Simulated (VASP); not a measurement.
Data:

```xyz
4
Lattice="4.3385 0.0000 0.0000 -2.1693 3.7573 0.0000 0.0000 0.0000 6.4326" Properties=species:S:1:pos:R:3 pbc="T T T"
Pt     0.0000     2.5048     6.3514
Pt     2.1693     1.2524     3.1351
Sb     0.0000     2.5048     2.4934
Sb     2.1693     1.2524     5.7097
```

Calculation: r2SCAN meta-GGA, VASP's PBE PAW potentials (set 64) (plane waves; VASP). Run with 400 eV cut-off, 9×9×6 Γ-centred mesh, tetrahedra with Blöchl corrections, potentials Pt Sb.

Task: Give the energies of bands 5 to 18 at the high-symmetry points, in eV from the Fermi level.

Result: 
```
band      Γ      M      K      A      L      H
----  -----  -----  -----  -----  -----  -----
5     -4.83  -4.40  -4.66  -4.82  -4.23  -4.39
6     -4.69  -4.17  -4.18  -4.82  -4.23  -4.39
7     -4.69  -3.89  -4.18  -4.82  -4.19  -4.20
8     -4.44  -3.88  -3.79  -4.82  -4.19  -4.20
9     -3.38  -3.36  -3.51  -3.09  -3.08  -3.37
10    -3.38  -3.26  -3.38  -3.09  -3.08  -3.37
11    -2.93  -3.19  -3.38  -3.09  -2.88  -2.71
12    -2.93  -2.85  -3.26  -3.09  -2.88  -2.71
13    -2.38  -2.37  -2.62   0.70  -2.67  -2.13
14     1.72  -2.27  -1.58   0.70  -2.67  -2.13
15     1.72  -1.05  -1.58   2.69   0.27  -1.41
16     3.04  -1.05  -0.30   2.69   0.27  -1.41
17     3.38   1.12   0.06   2.69   1.42   1.68
18     3.99   1.54   0.06   2.69   1.42   1.68
```

It has no gap at this level: it comes out as a metal or semimetal.

The structure was generated: PtSb was put into the wurtzite type (P6_3mc), which need not be its known phase. It was relaxed first, which changed the volume by -18 %.
